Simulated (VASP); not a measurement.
Here is the system:

```yaml
crystal:
  lattice:
    - [2.70854, 0.00000, 0.00000]
    - [0.00000, 2.70854, 0.00000]
    - [0.00000, 0.00000, 2.70854]
  atoms:
    - { symbol: Ta, position: [0.00000, 0.00000, 0.00000] }
```

Method: PBEsol GGA, VASP's PBE PAW potentials (set 64) (plane waves; VASP). Settings: 400 eV cut-off, 15×15×15 Γ-centred mesh, tetrahedra with Blöchl corrections, potentials Ta_pv.

Problem. The job: Ta (relaxed from the simple-cubic structure, space group Pm-3m), 1 atom, PBEsol, static run, 400 eV, 15×15×15 Γ-centred mesh. Roughly how much core time does it take on a busy server core?

Solution. About 20 core-seconds (one run on a shared machine, a rough figure). It had 120 irreducible k-points, 9 bands, up to 371 plane waves and 13 electronic steps.

The structure was generated: Ta was put into the simple-cubic type (Pm-3m), which need not be its known phase. It was relaxed first.
